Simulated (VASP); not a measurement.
Consider the following.

```
CaO
1.0
    0.00000     2.44080     2.44080
    2.44080     0.00000     2.44080
    2.44080     2.44080     0.00000
Ca O
1 1
Cartesian
  0.00000   0.00000   0.00000
  2.44080   2.44080   2.44080
```

These are revPBE GGA, VASP's PBE PAW potentials (set 64) (plane waves; VASP) values and carry that method's errors. Numerical set-up: 520 eV cut-off, 10×10×10 Γ-centred mesh, tetrahedra with Blöchl corrections, potentials Ca_sv O.

**Question.** What does the run give for the energy per atom (σ→0), band gap (on the k-mesh) with the smallest direct gap where there is one?

**Answer.** 
```
Quantity                                      Value
-----------------------------------  --------------
band gap (on the k-mesh)                    3.73 eV
smallest direct gap (on the k-mesh)         4.10 eV
energy per atom (σ→0)                -6.092 eV/atom
```

The absolute energy has meaning only against runs of the same code, potentials and settings.

The compound is CaO in the rock salt structure. It was relaxed first.
